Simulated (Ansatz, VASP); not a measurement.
# Cross-check of CsPbCl3 between VASP and Ansatz, part 2 of 2

One calculation is typed for both programs; each brings its own data sets. How far apart do they land? The cell is taken from a series of runs on this material, whose earlier steps may have relaxed, scaled, displaced or heated it; both programs get it as it stands.

VASP 6.6.1 and Ansatz 0.2.0.

So far: The structure; VASP: elastic constants, PBEsol.

## Step 3: Ansatz: elastic constants, PBEsol

Level of this step: Ansatz beside VASP: Kohn-Sham DFT, plane waves, PBEsol (Ansatz).

Ansatz runs on its default PAW (the set named soft_2) files.

The same cell, functional, mesh and smearing now go to Ansatz, which takes its cutoff from its data sets.

File input.yaml:

```yaml
crystal:
  lattice:
    - [5.6250371596, 0.0, 0.0]
    - [0.0, 5.6250371596, 0.0]
    - [0.0, 0.0, 5.6250371596]
  atoms:
    - { symbol: Cs, position: [0.0, 0.0, 0.0] }
    - { symbol: Pb, position: [0.5, 0.5, 0.5] }
    - { symbol: Cl, position: [0.5, 0.5, 0.0] }
    - { symbol: Cl, position: [0.0, 0.5, 0.5] }
    - { symbol: Cl, position: [0.5, 0.0, 0.5] }
kpoints:
  mp_grid: { grid: [4, 4, 4] }
hamiltonian:
  xc: pbesol
scf:
  occupations: { method: gaussian, width: 0.02 }
output:
  forces: true
  stress: true
  eigenvalues: true
elastic:
  mode: relaxed_ion
  stencil: two_point
```

Run with:

```console
$ ansatz run input.yaml --threads 8 --pin off --max-ram 16384MiB --backend cpu --events-out ev --progress --plain --runs-dir out
```

Numbers of over 12 decimals in the logs are rounded to 6 here.

Log:

```text
Engine: ansatz 0.2.0, x86_64-unknown-linux-gnu
Pseudopotentials: kind: paw
Pseudopotential: Cs, paw, valence charge 9, recommended cutoff 420 eV (normal), Cs.paw.azcp
Pseudopotential: Pb, paw, valence charge 14, recommended cutoff 420 eV (normal), Pb.paw.azcp
Pseudopotential: Cl, paw, valence charge 7, recommended cutoff 420 eV (normal), Cl.paw.azcp
Functional definition: PBEsol
  exchange = pbesol_x
  correlation = pbesol_c
Crystal: 5 atoms, lattice volume = 177.982 Å³
Basis set: ecut = 420 eV, 3431 PW (Γ), exchange–correlation on 80×80×80 points (8 copies of the dense FFT grid, shifted against one another)
Bands: 27, of which v1, the nominal top of the filled ones, is band 22 counted from 1 (21 counted from 0)
Symmetry: 48 space group operations
Space group: Pm-3m (ITA 221), of the structure as read, at distance tolerance 5.6e-5 Å
k-points: 10 of 64
Non-local potential: Cs, projectors of the file, l = 0: 3, l = 1: 2, l = 2: 2, l = 3: 2
Non-local potential: Pb, projectors of the file, l = 0: 2, l = 1: 2, l = 2: 2, l = 3: 2
Non-local potential: Cl, projectors of the file, l = 0: 2, l = 1: 2, l = 2: 2
PAW form: soft (Blöchl's): semilocal exchange-correlation on the pseudo side does not see the compensation charge
PAW frozen core: Cs, regenerated for the run's functional, and the local potential with it (the file was generated under x = pbe(κ = 0.804, μ = 0.219515), c = pbe(β = 0.066725))
PAW frozen core: Pb, regenerated for the run's functional, and the local potential with it (the file was generated under x = pbe(κ = 0.804, μ = 0.219515), c = pbe(β = 0.066725))
PAW frozen core: Cl, regenerated for the run's functional, and the local potential with it (the file was generated under x = pbe(κ = 0.804, μ = 0.219515), c = pbe(β = 0.066725))
PAW one-centre angular grid: Cs, 194 points (default); XC on 64 Gauss nodes
PAW one-centre angular grid: Pb, 590 points (default); XC on 64 Gauss nodes
PAW one-centre angular grid: Cl, 110 points (default); XC on 64 Gauss nodes
Initial density: superposition of atomic densities (neutral atoms: chi_scale 0, normalization atom), corrected by the library's trained network
Initial wavefunctions: pseudopotential atomic-orbital guess
Functional: x = pbesol(κ = 0.804, μ = 0.123457), c = pbesol(β = 0.046)
SCF iter   1: F=—  HF=-20530.609227 eV  |F-HF|=—  |Δ(HF+E_count)|=         —  Δρ=2.89e-3  dr2=2.36e-2  ethr=1.77e-3  ⟨swp⟩=8.4  Hψ=1420  notcnv=0
preconditioner: auto → Resta (q_TF=auto, 2.161 Å⁻¹)  ε∞=2.9  [insulator: Δε(μ)=1.787 eV  Ē_g=13.078 eV  σ=0.020 eV  W_gap=1.00  n_scr=26 (ndim 8)  ℏωp=18.0 eV  f_vac=0.063  D(μ)=0.00/eV (n_scr^D=0)  ε∞_Penn≈2.9]
SCF iter   2: F=—  HF=-20530.601600 eV  |F-HF|=—  |Δ(HF+E_count)|=   7.63e-3  Δρ=9.63e-4  dr2=1.89e-3  ethr=5.36e-5  ⟨swp⟩=2.5  Hψ=491  notcnv=0  defer=10
SCF iter   3: F=—  HF=-20530.601337 eV  |F-HF|=—  |Δ(HF+E_count)|=   2.64e-4  Δρ=3.23e-4  dr2=1.53e-4  ethr=4.30e-6  ⟨swp⟩=2.0  Hψ=444  notcnv=0  defer=10
SCF iter   4: F=—  HF=-20530.601394 eV  |F-HF|=—  |Δ(HF+E_count)|=   5.68e-5  Δρ=7.73e-5  dr2=1.23e-5  ethr=3.47e-7  ⟨swp⟩=2.5  Hψ=470  notcnv=0  defer=10
SCF iter   5: F=—  HF=-20530.601388 eV  |F-HF|=—  |Δ(HF+E_count)|=   5.62e-6  Δρ=1.51e-5  dr2=4.34e-7  ethr=2.80e-8  ⟨swp⟩=2.0  Hψ=385  notcnv=0  defer=10
SCF iter   6: F=—  HF=-20530.601398 eV  |F-HF|=—  |Δ(HF+E_count)|=   1.02e-5  Δρ=1.90e-6  dr2=1.01e-8  ethr=9.87e-10  ⟨swp⟩=2.0  Hψ=480  notcnv=0  defer=10
SCF iter   7: F=—  HF=-20530.601398 eV  |F-HF|=—  |Δ(HF+E_count)|=   1.01e-8  Δρ=5.35e-7  dr2=5.95e-10  ethr=2.29e-11  ⟨swp⟩=2.0  Hψ=469  notcnv=0  defer=10
SCF iter   8: F=—  HF=-20530.601398 eV  |F-HF|=—  |Δ(HF+E_count)|=  3.93e-10  Δρ=8.65e-8  dr2=1.80e-11  ethr=1.35e-12  ⟨swp⟩=2.0  Hψ=467  notcnv=0  defer=10
SCF iter   9: F=—  HF=-20530.601398 eV  |F-HF|=—  |Δ(HF+E_count)|=  4.37e-11  Δρ=2.13e-8  dr2=7.78e-13  ethr=4.10e-14 (applied; sched 1.00e-12)  ⟨swp⟩=2.0  Hψ=471  notcnv=0  defer=10
SCF iter  10: F=-20530.601398 eV  HF=-20530.601398 eV  |F-HF|=3.64e-12  |Δ(HF+E_count)|=    0.00e0  Δρ=4.16e-9  dr2=4.00e-14  ethr=1.00e-12  ⟨swp⟩=10.5  Hψ=1215  notcnv=0
SCF 1 converged in 10 iterations: F = -20530.601398 eV  dr2 = 4.00e-14
  greatest PAW one-centre occupation: 0.983 electrons in one spin orbital (limit 2), on the Pb atom at site 1 (counted from 0), in its partial waves of l = 2
Crystal: 5 atoms, lattice volume = 177.626 Å³
Symmetry: 16 space group operations
k-points: 18 of 64
Initial density: handed on by an earlier stage of this run
Initial wavefunctions: those handed on with the density
[...]
SCF 2 converged in 9 iterations: F = -20530.601260 eV  dr2 = 1.85e-14
Crystal: 5 atoms, lattice volume = 178.338 Å³
[...]
preconditioner: auto → Resta (q_TF=auto, 2.161 Å⁻¹)  ε∞=2.9  [insulator: Δε(μ)=1.841 eV  Ē_g=13.100 eV  σ=0.020 eV  W_gap=1.00  n_scr=26 (ndim 8)  ℏωp=18.0 eV  f_vac=0.061  D(μ)=0.00/eV (n_scr^D=0)  ε∞_Penn≈2.9]
[...]
SCF 3 converged in 6 iterations: F = -20530.601273 eV  dr2 = 3.94e-14
Symmetry: 8 space group operations
k-points: 21 of 64
[...]
preconditioner: auto → Resta (q_TF=auto, 2.161 Å⁻¹)  ε∞=2.9  [insulator: Δε(μ)=1.838 eV  Ē_g=13.107 eV  σ=0.020 eV  W_gap=1.00  n_scr=26 (ndim 8)  ℏωp=18.0 eV  f_vac=0.061  D(μ)=0.00/eV (n_scr^D=0)  ε∞_Penn≈2.9]
[...]
SCF iter   5: F=—  HF=-20530.601387 eV  |F-HF|=—  |Δ(HF+E_count)|=  3.89e-10  Δρ=1.23e-7  dr2=2.84e-11  ethr=6.21e-13 (applied; sched 1.00e-12)  ⟨swp⟩=2.0  Hψ=1005  notcnv=0  defer=21
SCF iter   6: F=—  HF=-20530.601387 eV  |F-HF|=—  |Δ(HF+E_count)|=  3.27e-11  Δρ=3.56e-8  dr2=2.53e-12  ethr=6.44e-14 (applied; sched 1.00e-12)  ⟨swp⟩=2.0  Hψ=882  notcnv=0  defer=21
SCF iter   7: F=-20530.601387 eV  HF=-20530.601387 eV  |F-HF|=7.28e-12  |Δ(HF+E_count)|=  3.64e-12  Δρ=7.12e-9  dr2=9.60e-14  ethr=1.00e-12  ⟨swp⟩=3.7  Hψ=2524  notcnv=0
SCF 4 converged in 7 iterations: F = -20530.601387 eV  dr2 = 9.60e-14
iter 1 solved again at ethr=1.00e-12 eV; its pass at ethr=3.10e-3 eV (dr2=1.49e-10 eV) is discarded
SCF iter   1: F=—  HF=-20530.601400 eV  |F-HF|=—  |Δ(HF+E_count)|=         —  Δρ=1.46e-6  dr2=1.49e-10  ethr=1.00e-12  ⟨swp⟩=3.4  Hψ=3313  notcnv=0  defer=21
SCF iter   2: F=—  HF=-20530.601387 eV  |F-HF|=—  |Δ(HF+E_count)|=   1.31e-5  Δρ=7.42e-7  dr2=5.11e-11  ethr=3.38e-13 (applied; sched 1.00e-12)  ⟨swp⟩=3.0  Hψ=1196  notcnv=0  defer=21
SCF iter   3: F=—  HF=-20530.601387 eV  |F-HF|=—  |Δ(HF+E_count)|=   2.69e-8  Δρ=3.12e-7  dr2=8.17e-12  ethr=1.16e-13 (applied; sched 1.00e-12)  ⟨swp⟩=2.0  Hψ=817  notcnv=0  defer=21
SCF iter   4: F=—  HF=-20530.601387 eV  |F-HF|=—  |Δ(HF+E_count)|=   5.51e-9  Δρ=6.75e-8  dr2=6.64e-13  ethr=1.86e-14 (applied; sched 1.00e-12)  ⟨swp⟩=2.0  Hψ=919  notcnv=0  defer=21
SCF iter   5: F=—  HF=-20530.601387 eV  |F-HF|=—  |Δ(HF+E_count)|=  2.62e-10  Δρ=1.03e-8  dr2=1.02e-13  ethr=1.51e-15 (applied; sched 1.00e-12)  ⟨swp⟩=2.0  Hψ=911  notcnv=0  defer=21
SCF iter   6: F=-20530.601387 eV  HF=-20530.601387 eV  |F-HF|=0.00e0  |Δ(HF+E_count)|=  3.64e-12  Δρ=3.64e-9  dr2=1.37e-14  ethr=1.00e-12  ⟨swp⟩=4.1  Hψ=1984  notcnv=0
SCF 5 converged in 6 iterations: F = -20530.601387 eV  dr2 = 1.37e-14
SCF converged after 10 iterations
Free energy (F): -20530.601398 eV
Harris-Foulkes:  -20530.601398 eV  (|F-HF|=3.64e-12)
Internal energy: -20530.601398 eV  (E = F + TS)
E sigma→0 (E₀):  -20530.601398 eV
Fermi energy:    4.782787 eV
--- Per-component energies (eV) ---
  E_band       = -241.579838
  E_kinetic    = 911.142714
  E_local      = -2682.111027  (includes V_loc(G=0)·N_el)
  E_nonlocal   = 470.215739
  E_hartree    = 1012.843487
  E_xc         = -710.305852
  E_vxc        = -623.450641  (∫ρ·V_xc dr)
  E_paw        = -17161.107656  (= ΣΔE_a)
  E_vpaw       = -343.063921  (= ΣTr[D̂ρ^β])
  E_aug_tail   = 0.000328  (compensation charges beyond the density's cutoff)
  E_ewald      = -2371.720705
  E_core_change = 0.441573  (= ΣΔE_core)
  E_smearing   = -0.000000  (= −TS)
  E_closure    = 0.000000  (closes the sum)
  Σ components = -20530.601398   (vs F -20530.601398, Δ=0.00e0)
--- Forces (eV/Å), atoms counted from 1 ---
  atom   1  Cs    -0.00000000    -0.00000000    -0.00000000
  atom   2  Pb    -0.00000000    -0.00000000    -0.00000000
  atom   3  Cl     0.00000000    -0.00000000    -0.00000000
  atom   4  Cl     0.00000000     0.00000000    -0.00000000
  atom   5  Cl     0.00000000     0.00000000     0.00000000
  max |Σ_I F_I| component: 2.69e-29 eV/Å
--- Stress (GPa, compression-positive) ---
        0.002521       0.000000       0.000000
        0.000000       0.002521      -0.000000
        0.000000       0.000000       0.002521
  P = ⅓ Tr σ = 0.0025 GPa (0.025 kbar)
--- Band table (eV; the first three rows and the last of 10) ---
  k-point 0: bands = [... 18 lower, 1.3075, 1.4115, 1.4115, 1.4115, 7.1231, 8.1385, 8.1385, 9.0216, ... 1 higher]
  k-point 1: bands = [... 18 lower, 1.2568, 1.3572, 1.3572, 1.4939, 7.6256, 8.4255, 8.5447, 8.6564, ... 1 higher]
  k-point 2: bands = [... 18 lower, 1.2054, 1.3033, 1.3033, 2.2073, 6.7954, 8.4991, 9.0539, 9.1105, ... 1 higher]
  k-point 9: bands = [... 18 lower, 1.7355, 1.7355, 1.7355, 3.8617, 5.7041, 5.7041, 5.7041, 8.8894, ... 1 higher]
--- Elastic constants: 2 strain directions × 2 members + reference (group order 48) ---
  dense FFT box of the reference and of every strained cell: 40×40×40
  strains applied: 11, 23; error gains: componentwise 1.00 (the most a stress slope's error grows in a printed constant), spectral 1.73 (1 for all six strains in a standard setting)
  C = ∂σ_k/∂η_j (tension-positive GPa; Voigt order 11 22 33 23 13 12):
        59.129      8.072      8.072     -0.000     -0.000     -0.000
         8.072     59.129      8.072     -0.000     -0.000     -0.000
         8.072      8.072     59.129     -0.000     -0.000     -0.000
        -0.000     -0.000     -0.000      4.658      0.000      0.000
         0.000      0.000     -0.000      0.000      4.658      0.000
        -0.000      0.000      0.000      0.000      0.000      4.658
  reference stress σ⁰ (GPa):     -0.003     -0.003     -0.003      0.000     -0.000     -0.000
  C* (energy form; C + prestress term) asymmetry max|C*_kj − C*_jk| = 1.776e-15 GPa — a small one proves nothing (zero by symmetry where the batch's group is 432, −43m or m−3m); a large one is finite-difference/SCF noise where every solve meets its electron count
  moduli (Voigt/Reuss/Hill, GPa): K = 25.09/25.09/25.09   G = 13.01/6.92/9.96   E = 26.40   ν = 0.325
  mechanically stable: yes (min eigenvalue of sym C = 4.66 GPa)
  strain η (Voigt 11):  stress-route row diagonal C_11 = 59.13 GPa, energy-path curvature d²(F+E_count+ΔE)/dδ²/Ω₀ = 59.13 GPa
         δ    σ_11 (GPa)             F (eV)   n_scf  n_hpsi   n_pw
    -2.000e-3      -0.1222      -20530.6012597       9   10131   3495   relax 0 steps, max|allowed force component| 6.11e-30 eV/Å
     2.000e-3       0.1143      -20530.6012734       6    8165   3514   relax 0 steps, max|allowed force component| 3.46e-29 eV/Å
  strain η (Voigt 23):  stress-route row diagonal C_44 = 4.66 GPa, energy-path curvature d²(F+E_count+ΔE)/dδ²/Ω₀ = 4.66 GPa
         δ    σ_23 (GPa)             F (eV)   n_scf  n_hpsi   n_pw
    -2.000e-3      -0.0093      -20530.6013874       7   10650   3514   relax 0 steps, max|allowed force component| 1.03e-29 eV/Å
     2.000e-3       0.0093      -20530.6013874       6    9608   3514   relax 0 steps, max|allowed force component| 1.15e-29 eV/Å
```

## Step 4: Differences

Known differences besides the potentials themselves: the cutoff is 420 eV in Ansatz and 500 eV in VASP; Ansatz makes its cores anew for this functional, VASP keeps those of its PBE data sets; VASP takes each elastic constant from one size of strain, Ansatz from those that its log lists. Total energies have different zeros and are not compared.

Both answers:

```csv
quantity,Ansatz,VASP,difference
C11 (GPa),59.1,59.6,-0.76 %
C22 (GPa),59.1,59.6,-0.76 %
C33 (GPa),59.1,59.6,-0.76 %
C12 (GPa),8.1,8.1,-0.22 %
C13 (GPa),8.1,8.1,-0.22 %
C23 (GPa),8.1,8.1,-0.22 %
C44 (GPa),4.7,4.8,-1.93 %
C55 (GPa),4.7,4.8,-1.93 %
C66 (GPa),4.7,4.8,-1.93 %
```

## Step 5: Summary of results

```
difference in C44 (elastic constants, PBEsol) : -1.9 %
```

**Reading.** The difference in C44 is -1.9 % (elastic constants, PBEsol), within the 5 % picked in this series as the mark of a large difference. Such differences can come from data sets, numerical settings and the points named under the comparisons, not from the functional's error against experiment.

[Lines on the potential files, build, host, timing and source positions are cut from VASP's logs without a mark.]

[Logs are printed without paths, hosts, clocks, repeated set-up lines and the standing remarks that a program may print on its own settings, such as how far it seeks lower states.]

[Hosts, paths, dates, database ids (printed as entryN), source tags and the programs' standing remarks are cut or masked in the printed files.]
